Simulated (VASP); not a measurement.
Here is the system:

```
MoRu
1.0
    2.77487     0.00000     0.00000
    0.00000     2.77487     0.00000
    0.00000     0.00000     3.63706
Mo Ru
1 1
Direct
  0.50000   0.50000   0.50000
  0.00000   0.00000   0.00000
```

Computed with PBE GGA, VASP's PBE PAW potentials (set 64) (plane waves; VASP). Run with 300 eV cut-off, 11×11×9 Γ-centred mesh, Fermi-Dirac smearing of 0.14 eV, potentials Mo_sv Ru_pv.

At this cut-off the stress carries a Pulay error, which pulls relaxed volumes low. Energy and stress use the plane-wave basis of the starting cell.

### Question
The ions, cell shape and volume are relaxed. Predict the relaxed structure.

### Answer

```
MoRu
1.0
    2.77397     0.00000     0.00000
    0.00000     2.77397     0.00000
    0.00000     0.00000     3.84964
Mo Ru
1 1
Direct
  0.50000   0.50000   0.50000
  0.00000   0.00000   0.00000
```
Space group P4/mmm (123), at a tolerance of 0.03 Å.

### Question
How do energy and volume change from the first to the last step?

### Answer
The energy (σ→0) changes by -59.7 meV/atom and the volume by +5.8 %, in 7 ionic steps.

```json
[
 {"step": "1", "E(σ→0) (eV)": "-19.9301", "max force (eV/Å)": "0.000", "pressure (GPa)": "18.16", "volume (Å³)": "28.01"},
 {"step": "2", "E(σ→0) (eV)": "-19.4095", "max force (eV/Å)": "0.000", "pressure (GPa)": "-33.31", "volume (Å³)": "34.93"},
 {"step": "3", "E(σ→0) (eV)": "-20.0254", "max force (eV/Å)": "0.000", "pressure (GPa)": "-2.11", "volume (Å³)": "29.91"},
 {"step": "4", "E(σ→0) (eV)": "-20.0263", "max force (eV/Å)": "0.000", "pressure (GPa)": "-0.88", "volume (Å³)": "29.77"},
 {"step": "5", "E(σ→0) (eV)": "-20.0447", "max force (eV/Å)": "0.000", "pressure (GPa)": "-0.47", "volume (Å³)": "29.69"},
 {"step": "6", "E(σ→0) (eV)": "-20.0495", "max force (eV/Å)": "0.000", "pressure (GPa)": "-0.10", "volume (Å³)": "29.63"},
 {"step": "7", "E(σ→0) (eV)": "-20.0495", "max force (eV/Å)": "0.000", "pressure (GPa)": "-0.09", "volume (Å³)": "29.62"}
]
```

The structure was generated: MoRu was put into an ordered model structure, which need not be its known phase. This run relaxes it. Symmetry was kept, so distortions that lower it aren't found. The run is one of a series of settings (EDIFFG = -0.01, IBRION = 2, ISIF = 3, NSW = 50 against the base run), some of them coarse on purpose.
